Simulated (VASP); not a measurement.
# RhN: relaxation of cell and atoms with PBE

The system is RhN.

```
Rh N
1.0
     2.66640    0.00000    0.00000
     0.00000    2.66640    0.00000
     0.00000    0.00000    2.66640
Rh N
1 1
Cartesian
  0.0000 0.0000 0.0000
  1.3332 1.3332 1.3332
```

The cell comes from a database or a generator and needn't be the stable form of this composition.

* Program: VASP 6.6.1
* Task: relaxation of cell and atoms
* Functional: PBE
* Potentials or basis: VASP PAW PBE potentials, release 64 (Rh_pv, N)
* Cutoff: 600 eV
* k mesh: 10 × 10 × 10
* Occupations: fermi-dirac, width 0.05 eV
* Spin: no spin polarisation
* Target pressure: 20 GPa
* Further INCAR settings: ALGO = Normal; EDIFF = 1e-06; IBRION = 2; EDIFFG = -0.02; NSW = 40; ISIF = 3
* Target pressure: 20 GPa

```
Relaxed volume                                         : 9.32 Å³/atom
Relaxed cell                                           : a = 2.652 Å, b = 2.652 Å, c = 2.652 Å, α = 90.00°, β = 90.00°, γ = 90.00°
Space group after relaxing (to 0.05 Å)                 : Pm-3m (No. 221)
Energy change on relaxing (the enthalpy is what falls) : +16.7 meV/atom
Ionic steps                                            : 3
Pressure after relaxing                                : 19.9 GPa
Band gap on the k mesh                                 : none (metal or under the smearing width)
```

Step by step:
```csv
step,energy change (eV),largest force (eV/Å),pressure (GPa),volume (Å³)
1,0.0000,0.0000,14.14,18.96
2,0.1352,0.0000,33.11,18.02
3,0.0334,0.0000,19.93,18.64
```

Final structure:
```xyz
2
Lattice="2.6516 0.0000 0.0000 0.0000 2.6516 0.0000 0.0000 0.0000 2.6516" Properties=species:S:1:pos:R:3 pbc="T T T"
Rh    0.0000    0.0000    0.0000
N     1.3258    1.3258    1.3258
```

Levels at points of the mesh, in eV from the Fermi level:
```
           k point  band 8  band 9  band 10  band 11  band 12  band 13
(0.00, 0.00, 0.00)   -1.78   -1.78    -0.92    -0.92    -0.92     4.33
(0.50, 0.00, 0.00)   -4.85   -0.69     0.32     2.55     2.55     9.01
(0.50, 0.50, 0.00)   -2.45   -2.45    -1.45    -0.82     0.55     8.91
(0.50, 0.50, 0.50)    0.66    0.66     3.09     3.09     3.09     7.86
```

Run time: 27 s on 1 thread of Intel(R) Xeon(R) 6975P-C (Granite Rapids), with other jobs on the host, peak memory 0.16 GiB.

Caveat: the cell is relaxed towards a set pressure, so the enthalpy falls and the energy may rise.
